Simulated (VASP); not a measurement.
A run of VASP 6.6.1:

File POSCAR:

```
Zn3P
1.0
    3.9755180000      0.0000000000      0.0000000000
    0.0000000000      3.9755180000      0.0000000000
    0.0000000000      0.0000000000      3.9755180000
Zn P
3 1
Direct
    0.5000000000      0.5000000000      0.0000000000
    0.5000000000      0.0000000000      0.5000000000
    0.0000000000      0.5000000000      0.5000000000
    0.0000000000      0.0000000000      0.0000000000
```

Contents of INCAR.step1:

```
SYSTEM = Zn3P
  ALGO = Fast
  EDIFF = 1E-6
  ENCUT = 520
  GGA = RE
  ISIF = 2
  ISMEAR = -5
  IVDW = 11
  LASPH = .True.
  LCHARG = .True.
  LREAL = .False.
  LWAVE = .False.
  NELM = 60
  PREC = Accurate
  SIGMA = 0.05
```

Contents of KPOINTS.step1:

```
k-points
0
Gamma
  7 7 7
  0 0 0
```

The input INCAR.step2:

```
SYSTEM = Zn3P
  ALGO = Fast
  EDIFF = 1E-6
  ENCUT = 520
  GGA = RE
  ICHARG = 11
  ISIF = 2
  ISMEAR = -5
  IVDW = 11
  LASPH = .True.
  LCHARG = .False.
  LORBIT = 11
  LREAL = .False.
  LWAVE = .False.
  NEDOS = 2001
  NELM = 60
  PREC = Accurate
  SIGMA = 0.05
```

File KPOINTS.step2:

```
k-points
0
Gamma
  11 11 11
  0 0 0
```

Potentials or basis: VASP PAW PBE potentials, release 64 (Zn, P).

Run with:

```sh
$ cat potpaw_PBE.64/Zn/POTCAR potpaw_PBE.64/P/POTCAR > POTCAR
$ cp INCAR.step1 INCAR
$ cp KPOINTS.step1 KPOINTS
$ mpirun -np 1 vasp_std > vasp.out
$ cp INCAR.step2 INCAR
$ cp KPOINTS.step2 KPOINTS
$ mpirun -np 1 vasp_std > vasp.out
```

Hardware: 1 thread of Intel(R) Xeon(R) Platinum 8375C CPU @ 2.90GHz (Ice Lake) (shared host).

Question: Estimate the wall time of this run.

Answer: Run time: 55 s on 1 thread of Intel(R) Xeon(R) Platinum 8375C CPU @ 2.90GHz (Ice Lake), on a shared host, peak memory 0.21 GiB. Counts: scf iterations 8, k points 56.
